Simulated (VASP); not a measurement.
The system is SiGe3.

```
Si Ge
1.0
    -2.80000    2.80000    5.60000
     2.80000   -2.80000    5.60000
     2.80000    2.80000   -5.60000
Si Ge
2 6
Direct
  0.00000 0.00000 0.00000
  0.75000 0.25000 0.50000
  0.62500 0.62500 0.50000
  0.50000 0.50000 0.00000
  0.12500 0.12500 0.50000
  0.37500 0.87500 0.00000
  0.87500 0.37500 0.00000
  0.25000 0.75000 0.50000
```

The cell was built by a generator and needn't be a form met in nature.

```yaml
Program: VASP 6.6.1
Task: relaxation of cell and atoms
Functional: PBE
Potentials_or_basis: VASP PAW PBE potentials, release 64 (Si, Ge_d)
Cutoff: 520 eV
k_mesh: 4 × 4 × 4
Occupations: gaussian, width 0.15 eV
Spin: no spin polarisation
```

At the start: pressure 2.9 GPa; volume 21.95 Å³/atom.

Question: How do energy, volume and symmetry change on relaxing?

Answer: Over 9 steps the energy falls by 14.2 meV/atom and the volume is 22.77 Å³/atom (+3.7 %); space group I-42d (No. 122, to 0.05 Å).

Step by step:
```tsv
step	energy change (eV)	largest force (eV/Å)	pressure (GPa)	volume (Å³)
1	0.0000	0.5677	2.86	175.62
2	-0.0922	0.2214	-0.01	185.78
3	-0.0854	0.1680	-3.09	186.92
4	-0.0912	0.2623	-0.16	185.98
5	-0.0886	0.1738	-2.18	186.45
6	-0.0901	0.2630	-1.06	186.19
7	-0.1136	0.0888	0.53	182.03
8	-0.1133	0.1643	-0.64	182.44
9	-0.1136	0.0686	0.49	182.14
```

Final structure:
```xyz
8
Lattice="-2.8347 2.8347 5.6665 2.8347 -2.8347 5.6665 2.8347 2.8347 -5.6665" Properties=species:S:1:pos:R:3 pbc="T T T"
Si    2.8347   -2.8347    5.6665
Si    0.0000    2.8347    2.8333
Ge    1.4174    1.4585    4.2499
Ge    0.0000    0.0000    5.6665
Ge    1.4174    1.3762   -1.4166
Ge    1.4585   -1.4174    7.0832
Ge    1.3762    4.2521    1.4166
Ge    2.8347    0.0000    2.8333
```
